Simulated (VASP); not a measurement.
Output of a VASP run:

**OSZICAR**
```
       N       E                     dE             d eps       ncg     rms          rms(c)
DAV:   1     0.141553021945E+03    0.14155E+03   -0.89367E+03  2016   0.171E+03
DAV:   2    -0.131607561308E+02   -0.15471E+03   -0.14843E+03  2116   0.419E+02
DAV:   3    -0.251506442846E+02   -0.11990E+02   -0.11657E+02  2484   0.117E+02
DAV:   4    -0.257101096275E+02   -0.55947E+00   -0.55768E+00  2764   0.237E+01
DAV:   5    -0.257261952798E+02   -0.16086E-01   -0.16083E-01  2600   0.348E+00    0.193E+01
DAV:   6    -0.210705264303E+02    0.46557E+01   -0.29393E+01  2440   0.717E+01    0.673E+00
DAV:   7    -0.208161211422E+02    0.25441E+00   -0.29633E+00  2360   0.224E+01    0.516E+00
DAV:   8    -0.208869148086E+02   -0.70794E-01   -0.11034E+00  2176   0.152E+01    0.439E+00
DAV:   9    -0.207862706253E+02    0.10064E+00   -0.26736E-01  2144   0.821E+00    0.104E+00
DAV:  10    -0.207851204513E+02    0.11502E-02   -0.85956E-02  2172   0.436E+00    0.769E-01
DAV:  11    -0.207820230864E+02    0.30974E-02   -0.13302E-02  2140   0.170E+00    0.115E-01
DAV:  12    -0.207819651977E+02    0.57889E-04   -0.96722E-04  3028   0.472E-01    0.409E-02
DAV:  13    -0.207819619692E+02    0.32285E-05   -0.11466E-04  2504   0.160E-01    0.946E-03
DAV:  14    -0.207819620752E+02   -0.10600E-06   -0.42268E-06  2192   0.236E-02
   1 F= -.20781962E+02 E0= -.20781703E+02  d E =-.207820E+02
```

**OUTCAR**
```
------------------------ aborting loop because EDIFF is reached ----------------------------------------
  FORCE on cell =-STRESS in cart. coord.  units (eV):
  Direction    XX          YY          ZZ          XY          YZ          ZX
  --------------------------------------------------------------------------------------
  Total       -0.0168266     -0.0168266     -0.0168266     -0.0000000      0.0000000      0.0000000
  in kB       -1.4489672     -1.4489672     -1.4489672     -0.0000000      0.0000000      0.0000000
  external PRESSURE =      -1.4489672 kB  Pullay stress =       0.0000000 kB
  volume of cell :       18.61
      direct lattice vectors                 reciprocal lattice vectors
     0.000000000  2.103161852  2.103161852    -0.237737290  0.237737290  0.237737290
     2.103161852  0.000000000  2.103161852     0.237737290 -0.237737290  0.237737290
     2.103161852  2.103161852  0.000000000     0.237737290  0.237737290 -0.237737290
 POSITION                                       TOTAL-FORCE (eV/Angst)
 -----------------------------------------------------------------------------------
      0.00000      0.00000      0.00000         0.000000      0.000000     -0.000000
      2.10316      2.10316      2.10316         0.000000      0.000000      0.000000
 -----------------------------------------------------------------------------------
    total drift:                                0.000000     -0.000000     -0.000000
  FREE ENERGIE OF THE ION-ELECTRON SYSTEM (eV)
  ---------------------------------------------------
  free  energy   TOTEN  =       -20.7819620752 eV

  energy  without entropy=      -20.7811838874  energy(sigma->0) =      -20.78170268

 reached required accuracy - stopping structural energy minimisation
```
(Selected blocks of OUTCAR.)

POSCAR:
```
TiN
1
    0.0000000000     2.1031618519     2.1031618519
    2.1031618519     0.0000000000     2.1031618519
    2.1031618519     2.1031618519     0.0000000000
Ti N
1 1
Direct
  0.0000000000   0.0000000000   0.0000000000
  0.5000000000   0.5000000000   0.5000000000
```

### Question
Reconstruct the remaining input files.

### Answer
One answer among several that fit: the input of the run itself, PBEsol GGA, plane waves, VASP's PBE PAW potentials (set 64).

File KPOINTS:
```
Regular mesh
0
G
 13 13 13
```

### INCAR
```
SYSTEM = TiN
PREC = Accurate
ENCUT = 530
EDIFF = 1E-6
NELM = 100
ALGO = Normal
LREAL = .FALSE.
LASPH = .TRUE.
ISMEAR = 1
SIGMA = 0.1
GGA = PS
LMAXMIX = 4
LWAVE = .FALSE.
LCHARG = .FALSE.
IBRION = 2
ISIF = 3
NSW = 60
EDIFFG = -0.01
```

POTCAR, in this order: Ti_sv N (PBE.64 set). Program: vasp_std.

The compound is TiN in the rock salt structure. It was relaxed first. The start is the result of an earlier pass. The electron count is odd and the run is not spin-polarised, which forces a metal.
